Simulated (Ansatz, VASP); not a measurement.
# Mg (Magnesium): VASP beside Ansatz

Aim: how closely do two programs agree when they are given the same cell, functional and k mesh? The cell comes out of the VASP series on this material, whose earlier steps may have relaxed, scaled or displaced it; both programs get it as it stands.

Main program and level: Ansatz 0.2.0; plane waves, with VASP 6.6.1 beside it; relaxation of cell and atoms at r2SCAN.

## (1) Starting point

It takes space group P6_3/mmc (No. 194, hexagonal). Conventional cell: a = 3.178 Å, b = 3.178 Å, c = 5.128 Å, α = 90.00°, β = 90.00°, γ = 120.00°. Nearest to Mg lie 12 Mg at 3.15 to 3.18 Å.

## (2) VASP: relaxation of cell and atoms, r2SCAN

The relaxed volume is the usual yardstick between codes: its relative difference is about their pressure difference at one cell divided by the bulk modulus.

Lines of VASP's logs that name or quote its potential files are left out, and so is its time.

INCAR reads:

```
SYSTEM = Mg
PREC = Accurate
ENCUT = 450
EDIFF = 1E-06
NELM = 100
ISMEAR = 1
SIGMA = 0.15
LREAL = .FALSE.
ALGO = Normal
METAGGA = R2SCAN
LASPH = .TRUE.
NBANDS = 8
LORBIT = 11
LWAVE = .FALSE.
LCHARG = .FALSE.
KPAR = 4
IBRION = 2
NSW = 50
ISIF = 3
EDIFFG = -0.004
```

POSCAR reads:

```
Mg
1.0
    3.1776102727      0.0000000000      0.0000000000
   -1.5888051364      2.7518912195      0.0000000000
    0.0000000000      0.0000000000      5.1279941887
Mg
2
Direct
    0.6666666667      0.3333333333      0.7500000000
    0.3333333333      0.6666666667      0.2500000000
```

KPOINTS reads:

```
Automatic mesh
0
Gamma
16 16 10
0 0 0
```

The projector-augmented-wave data sets are Mg (PBE family, release 64).

The run is started by

```console
$ mpirun -np 4 vasp_std
```

Numbers of over 12 decimals in the logs are rounded to 6 here.

Log:

```text
[banner, memory and clock lines left out]
running    4 mpi-ranks, on    1 nodes
 distrk:  each k-point on    1 cores,    4 groups
 distr:  one band on    1 cores,    1 groups

 POSCAR found type information on POSCAR Mg
 POSCAR found :  1 types and       2 ions
|                                                                             |
|               ----> ADVICE to this user running VASP <----                  |
|                                                                             |
|     You enforced a specific xc type in the INCAR file but a different       |
|     [... a line on the potential file left out ...]
|     I HOPE YOU KNOW WHAT YOU ARE DOING!                                     |
|                                                                             |

 LDA part: xc-table for (None), standard interpolation
 POSCAR, INCAR and KPOINTS ok, starting setup
 FFT: planning ... GRIDC
 FFT: planning ... GRID_SOFT
 FFT: planning ... GRID
 WAVECAR not read
 entering main loop
       N       E                     dE             d eps       ncg     rms          rms(c)
DAV:   1    -0.612360064995E+01   -0.61236E+01   -0.12706E+03  2880   0.330E+02
DAV:   2    -0.831209716961E+01   -0.21885E+01   -0.21084E+01  3984   0.206E+01
DAV:   3    -0.832510397001E+01   -0.13007E-01   -0.12956E-01  3856   0.214E+00
DAV:   4    -0.832515284731E+01   -0.48877E-04   -0.48871E-04  4224   0.106E-01
DAV:   5    -0.832515293647E+01   -0.89160E-07   -0.89264E-07  3816   0.337E-03    0.961E-01
DAV:   6    -0.827447742645E+01    0.50676E-01   -0.10533E-01  3552   0.150E+00    0.701E-01
DAV:   7    -0.828845580200E+01   -0.13978E-01   -0.18562E-02  3032   0.124E+00    0.185E-01
DAV:   8    -0.828872005809E+01   -0.26426E-03   -0.26725E-04  3952   0.151E-01    0.208E-02
DAV:   9    -0.828870833054E+01    0.11728E-04   -0.12788E-05  3480   0.209E-02    0.168E-03
DAV:  10    -0.828870895504E+01   -0.62450E-06   -0.18838E-07  2800   0.282E-03
   1 F= -.82887090E+01 E0= -.82886409E+01  d E =-.828871E+01
 curvature:   0.00 expect dE= 0.000E+00 dE for cont linesearch  0.000E+00
 trial: gam= 0.00000 g(F)=  0.115E-44 g(S)=  0.237E-05 ort = 0.000E+00 (trialstep = 0.100E+01)
 search vector abs. value=  0.237E-05
 reached required accuracy - stopping structural energy minimisation
```

OUTCAR, selected parts (step 2):

```text
ion  position               nearest neighbor table
   1  0.667  0.333  0.750-   2 3.15   2 3.15   2 3.15   2 3.15   2 3.15   2 3.15
   2  0.333  0.667  0.250-   1 3.15   1 3.15   1 3.15   1 3.15   1 3.15   1 3.15

  LATTYP: Found a hexagonal cell.
 ALAT       =     3.1776102727
 C/A-ratio  =     1.6137895301

 Subroutine GETGRP returns: Found 24 space group operations
 (whereof 12 operations were pure point group operations)

The static configuration has the point symmetry D_3d.
 The point group associated with its full space group is D_6h.

 Found    180 irreducible k-points:

   k-points           NKPTS =    180   k-points in BZ     NKDIM =    180   number of bands    NBANDS=      8

   dimension x,y,z NGX =    24 NGY =   24 NGZ =   36
   dimension x,y,z NGXF=    48 NGYF=   48 NGZF=   72

   ENCUT  =  450.0 eV  33.07 Ry    5.75 a.u.   5.50  5.50  8.87*2*pi/ulx,y,z

   NELECT =       4.0000    total number of electrons

 k-points in reciprocal lattice and weights: Automatic mesh
   0.00000000  0.00000000  0.00000000       0.000
   0.06250000  0.00000000  0.00000000       0.002
   0.12500000  0.00000000  0.00000000       0.002
   0.18750000 -0.00000000  0.00000000       0.002
   0.25000000  0.00000000  0.00000000       0.002
   0.31250000  0.00000000  0.00000000       0.002
   0.37500000 -0.00000000  0.00000000       0.002
   0.43750000 -0.00000000  0.00000000       0.002
   0.50000000  0.00000000  0.00000000       0.001
[...]
0.37500000  0.25000000  0.50000000       0.002
   0.31250000  0.31250000  0.50000000       0.002

 average (electrostatic) potential at core
       1 -42.3642       2 -42.3642

 E-fermi :   2.7883

 k-point     1 :       0.0000    0.0000    0.0000
  band No.  band energies     occupation
      1      -4.7236      2.00000
      2       0.8591      2.00000
      3       1.6349      2.00000
      4      14.5453      0.00000
      5      14.5453      0.00000
      6      14.7375      0.00000
      7      14.7375      0.00000
      8      15.5440      0.00000

 k-point     2 :       0.0625    0.0000    0.0000
  band No.  band energies     occupation
      1      -4.6408      2.00000
      2       0.9355      2.00000
      3       1.7136      2.00000
      4      12.8084      0.00000
      5      13.6086      0.00000
      6      14.4471      0.00000
      7      15.7806      0.00000
      8      16.3861      0.00000

 k-point     3 :       0.1250    0.0000    0.0000
  band No.  band energies     occupation
      1      -4.3926      2.00000
      2       1.1645      2.00000
      3       1.9475      2.00000
      4      10.7431      0.00000
      5      12.7127      0.00000
      6      13.4853      0.00000
      7      15.8145      0.00000
      8      16.4504      0.00000

  Total        0.0057382      0.0057382      0.0057033     -0.0000000     -0.0000000      0.0000000
  in kB        0.2050264      0.2050264      0.2037773     -0.0000000     -0.0000000      0.0000000
  external PRESSURE =       0.2046100 kB  Pullay stress =       0.0000000 kB

  energy-cutoff  :      450.00
  volume of cell :       44.84
      direct lattice vectors                 reciprocal lattice vectors
     3.177610273  0.000000000  0.000000000     0.314701903  0.181693228  0.000000000
    -1.588805136  2.751891220  0.000000000     0.000000000  0.363386457  0.000000000
     0.000000000  0.000000000  5.127994189     0.000000000  0.000000000  0.195008021

 POSITION                                       TOTAL-FORCE (eV/Angst)
 -----------------------------------------------------------------------------------
      1.58881      0.91730      3.84600         0.000000      0.000000      0.000000
     -0.00000      1.83459      1.28200        -0.000000     -0.000000      0.000000
 -----------------------------------------------------------------------------------
    total drift:                               -0.000000      0.000000     -0.000000

  FREE ENERGIE OF THE ION-ELECTRON SYSTEM (eV)
  ---------------------------------------------------
  free  energy   TOTEN  =        -8.2887089550 eV

  energy  without entropy=       -8.2885048087  energy(sigma->0) =       -8.28864091

 reached required accuracy - stopping structural energy minimisation

 total charge
# of ion       s       p       d       tot
------------------------------------------
    1        0.194   0.134   0.011   0.339
    2        0.194   0.134   0.011   0.339
--------------------------------------------------
tot          0.387   0.268   0.023   0.678

[... 3 further parts left out ...]
```

CONTCAR:

```
Mg
   1.00000000000000
     3.1776102727000000    0.0000000000000000    0.0000000000000000
    -1.5888051364000000    2.7518912195000000    0.0000000000000000
     0.0000000000000000    0.0000000000000000    5.1279941886999998
  Mg
     2
Direct
     0.6666666667000030    0.3333333332999970    0.7500000000000000
     0.3333333332999970    0.6666666667000030    0.2500000000000000
```

## (3) Ansatz: relaxation of cell and atoms, r2SCAN

Ansatz runs on its default PAW (the set named soft_2) files.

The same cell, functional, mesh and smearing now go to Ansatz, which takes its cutoff from its data sets.

input.yaml reads:

```yaml
crystal:
  lattice:
    - [3.1776102727, 0.0, 0.0]
    - [-1.5888051364, 2.7518912195, 0.0]
    - [0.0, 0.0, 5.1279941887]
  atoms:
    - { symbol: Mg, position: [0.6666666667, 0.3333333333, 0.75] }
    - { symbol: Mg, position: [0.3333333333, 0.6666666667, 0.25] }
hamiltonian:
  xc: r2scan
  pseudopotentials: { kind: paw }
kpoints:
  mp_grid: { grid: [16, 16, 10] }
scf:
  occupations: { method: methfessel_paxton, width: 0.15 }
relax:
  f_tol: 0.01
  max_steps: 60
  cell: { stress_tol: 0.05 }
output:
  forces: true
  stress: true
```

The run is started by

```console
$ ansatz run input.yaml --threads 4 --pin off --max-ram 9216MiB --backend cpu --events-out ev --progress --plain --runs-dir out
```

Log:

```text
Engine: ansatz 0.2.0, aarch64-unknown-linux-gnu
Pseudopotentials: kind: paw
Pseudopotential: Mg, paw, valence charge 10, recommended cutoff 500 eV (meta_gga), Mg.paw.azcp
Functional definition: r2SCAN
  parameter k0 = 0.174
  parameter k1 = 0.065
  parameter a1 = 4.9479
  exchange = r2scan_x(k0 = k0, k1 = k1, a1 = a1)
  correlation = r2scan_c
Crystal: 2 atoms, lattice volume = 44.841 Å³
Basis set: ecut = 500 eV, 1105 PW (Γ), exchange–correlation on 96×96×160 points (64 copies of the dense FFT grid, shifted against one another)
Bands: 14, of which v1, the nominal top of the filled ones, is band 10 counted from 1 (9 counted from 0)
Symmetry: 24 space group operations
Space group: P63/mmc (ITA 194), of the structure as read, at distance tolerance 3.6e-5 Å
k-points: 180 of 2560
Non-local potential: Mg, projectors of the file, l = 0: 3, l = 1: 2, l = 2: 1
PAW form: soft (Blöchl's): semilocal exchange-correlation on the pseudo side does not see the compensation charge
PAW frozen core: Mg, regenerated for the run's functional (the file was generated under x = pbe(κ = 0.804, μ = 0.219515), c = pbe(β = 0.066725))
PAW one-centre angular grid: Mg, 302 points (default); XC on 224 Gauss nodes
Initial density: superposition of atomic densities (neutral atoms: chi_scale 0, normalization atom), corrected by the library's trained network
Initial wavefunctions: pseudopotential atomic-orbital guess
Functional: x = r2scan, c = r2scan; τ floored in thin density (d = 2e-4 eV/Å³)
SCF iter   1: F=—  HF=-3852.796490 eV  |F-HF|=—  |Δ(HF+E_count)|=         —  Δρ=7.51e-3  dr2=8.21e-3  dr2_τ=6.68e-4  ethr=1.77e-3  ⟨swp⟩=5.0  Hψ=13245  notcnv=0
preconditioner: auto → none  [metal: Δε(μ)=0.032 eV  Ē_g=7.505 eV  σ=0.150 eV  W_gap=0.18  n_scr=8 (ndim 8)  ℏωp=11.1 eV  f_vac=0.000  D(μ)=0.97/eV (n_scr^D=2)  sad-step TF]
SCF iter   2: F=—  HF=-3852.804369 eV  |F-HF|=—  |Δ(HF+E_count)|=   7.88e-3  S|Δr|=    0.00e0  Δρ=3.13e-3  dr2=2.01e-3  dr2_τ=5.80e-5  ethr=4.10e-5  ⟨swp⟩=2.0  Hψ=6460  notcnv=0  defer=2
SCF iter   3: F=—  HF=-3852.804962 eV  |F-HF|=—  |Δ(HF+E_count)|=   5.94e-4  S|Δr|=    0.00e0  Δρ=6.68e-4  dr2=1.30e-4  dr2_τ=4.11e-6  ethr=1.00e-5  ⟨swp⟩=2.6  Hψ=4212  notcnv=0  defer=2
SCF iter   4: F=—  HF=-3852.805037 eV  |F-HF|=—  |Δ(HF+E_count)|=   7.48e-5  S|Δr|=    0.00e0  Δρ=4.40e-5  dr2=7.32e-7  dr2_τ=2.80e-8  ethr=6.52e-7  ⟨swp⟩=1.9  Hψ=2920  notcnv=0  defer=2
SCF iter   5: F=—  HF=-3852.805038 eV  |F-HF|=—  |Δ(HF+E_count)|=   6.78e-7  S|Δr|=    0.00e0  Δρ=6.04e-6  dr2=1.27e-8  dr2_τ=6.23e-10  ethr=5.00e-10  ⟨swp⟩=4.9  Hψ=9012  notcnv=0
SCF iter   6: F=-3852.805038 eV  HF=-3852.805038 eV  |F-HF|=1.46e-11  |Δ(HF+E_count)|=   1.24e-8  S|Δr|=    0.00e0  Δρ=4.03e-7  dr2=8.47e-11  dr2_τ=4.47e-12  ethr=6.35e-11  ⟨swp⟩=2.0  Hψ=8979  notcnv=0
SCF 1 converged in 6 iterations: F = -3852.805038 eV  dr2 = 8.47e-11
  greatest PAW one-centre occupation: 1.000 electrons in one spin orbital (limit 2), on the Mg atom at site 1 (counted from 0), in its partial waves of l = 0
relax step   1: F+E_penalty+E_count = -3852.80503789 eV  Δ(F+E_penalty+E_count) = +0.000e0 eV  max|allowed force component| = 5.551e-17 eV/Å  Δτ_max = 0.0000 Å  P = +0.294 GPa  Ω = 44.841 Å³  (6 SCF iters, dr2 threshold 1.00e-7 eV, accepted)
[...]
relax step   2: F+E_penalty+E_count = -3852.80528178 eV  Δ(F+E_penalty+E_count) = -2.439e-4 eV  max|allowed force component| = 9.946e-17 eV/Å  Δτ_max = 0.0000 Å  P = +0.030 GPa  Ω = 45.137 Å³  energy of the carried Pulay correction = -5.346e-5 eV  (3 SCF iters, dr2 threshold 2.00e-7 eV, accepted)
[...]
relax step   3: F+E_penalty+E_count = -3852.80533152 eV  Δ(F+E_penalty+E_count) = -4.973e-5 eV  max|allowed force component| = 6.129e-17 eV/Å  Δτ_max = 0.0000 Å  P = +0.029 GPa  Ω = 45.137 Å³  stress off target by 3.26e-2 GPa  SCF on the basis re-selected at this cell (its energy is not comparable with the rows above)  (4 SCF iters)
basis re-selected at this cell: Δ(F+E_penalty+E_count) = -4.973e-5 eV, ΔP = -0.000 GPa vs the last step (what re-selecting the basis moved, of the pressure what is left beyond the Pulay correction that the steps carried, after the strain that the cell walked since its last selection, with what the two solves' SCF thresholds leave and, on support functions, any second-order correction that the steps lacked; it is no m [...]
SCF converged after 4 iterations
Stability not checked: this state was not tested for a lower state beside it, because cold or Methfessel-Paxton smearing, or corrected tetrahedra, fill the levels in a way that the test cannot read (fill_not_monotonic; see scf.lower_state_search)
Free energy (F): -3852.805332 eV
Harris-Foulkes:  -3852.805332 eV  (|F-HF|=9.09e-13)
Internal energy: -3852.805105 eV  (E = F + TS)
E sigma→0 (E₀):  -3852.805275 eV
Entropy (-TS):   -0.000226 eV (-0.113 meV/atom)
Fermi energy:    5.827540 eV
--- Per-component energies (eV) ---
  E_band       = -740.372653
  E_kinetic    = 148.788246
  E_local      = -3230.087384  (includes V_loc(G=0)·N_el)
  E_nonlocal   = 191.739162
  E_hartree    = 1153.770885
  E_xc         = -52.859350
  E_vxc        = -76.734823  (∫ρ·V_xc dr)
  E_paw        = -592.486833  (= ΣΔE_a)
  E_vpaw       = -86.621080  (= ΣTr[D̂ρ^β])
  E_aug_tail   = -0.000003  (compensation charges beyond the density's cutoff)
  E_vtau       = 5.001459  (kinetic-family band-sum trace: ∫τ·v_τ [+ j·A + Jᵃ·Aᵃ] dr)
  E_ewald      = -1471.617411
  E_core_change = -0.052416  (= ΣΔE_core)
  E_smearing   = -0.000226  (= −TS)
  E_closure    = 0.000000  (closes the sum)
  Σ components = -3852.805332   (vs F -3852.805332, Δ=0.00e0)
--- Forces (eV/Å), atoms counted from 1 ---
  atom   1  Mg    -0.00000000     0.00000000     0.00000000
  atom   2  Mg     0.00000000    -0.00000000    -0.00000000
  max |Σ_I F_I| component: 1.16e-17 eV/Å
--- Stress (GPa, compression-positive) ---
        0.027520      -0.000000      -0.000000
       -0.000000       0.027520       0.000000
       -0.000000       0.000000       0.032559
  P = ⅓ Tr σ = 0.0292 GPa (0.292 kbar)
--- Relaxed structure (2 steps of the walk, 2 accepted, 1 SCFs on fresh bases) ---
  F+E_penalty+E_count = -3852.80533152 eV   max|allowed force component| = 6.129e-17 eV/Å   (the final SCF, on the basis selected at the relaxed cell)
  cell:  # Å, volume = 45.1373 Å³
    - [3.184619, 2.893109800547929e-11, 2.574010088925733e-19]
    - [-1.592310, 2.757961, -1.2870050444831055e-19]
    - [4.1539105317701004e-19, 0, 5.139132]
  atoms:
    - { symbol: Mg, position: [0.666667, 0.333333, 0.75] }
    - { symbol: Mg, position: [0.333333, 0.666667, 0.250000] }
```

It took 6.4 s on 4 threads of Arm Neoverse V2, shared host; peak memory 0.52 GiB; 24 s of CPU time.

## (4) Differences

Known differences besides the PAW data sets themselves: VASP keeps PBE cores, Ansatz makes them for the functional; both relaxations stop at a tolerance, which leaves soft axes loose, and VASP keeps its plane-wave basis; the data sets hold 20 valence electrons in Ansatz (default PAW (the set named soft_2) files) and 4 in VASP; the cutoff is 500 eV in Ansatz and 450 eV in VASP; Ansatz adds a Pulay correction to the stress that steers its cell, VASP none. Total energies have different zeros and are not compared.

Compared:

```csv
quantity,Ansatz,VASP,difference
volume (Å³),45.14,44.84,+0.66 %
"edge a after relaxation, in the typed setting (Å)",3.185,3.178,+0.22 %
"edge c after relaxation, in the typed setting (Å)",5.139,5.128,+0.22 %
```

The walks stopped with 0.03 GPa left in Ansatz and 0.02 GPa in VASP; each walk ends within a tolerance, so the volume difference is uncertain by about these residues over the bulk modulus, most in soft cells.

## (5) Outcome

- difference in volume (relaxation of cell and atoms, r2SCAN): 0.66 %

What this shows: The difference in volume is 0.66 % (relaxation of cell and atoms, r2SCAN), within the 1.2 % picked in this series as the mark of a large difference, as far as the stopping tolerances let one tell. How closely two codes agree says nothing of how well the functional describes the real material.

[Lines on the potential files, build, host, timing and source positions are cut from VASP's logs without a mark.]

[Logs are printed without paths, hosts, clocks, repeated set-up lines and the standing remarks that a program may print on its own settings, such as how far it seeks lower states.]

[Hosts, paths, dates, database ids (printed as entryN), source tags and the programs' standing remarks are cut or masked in the printed files.]
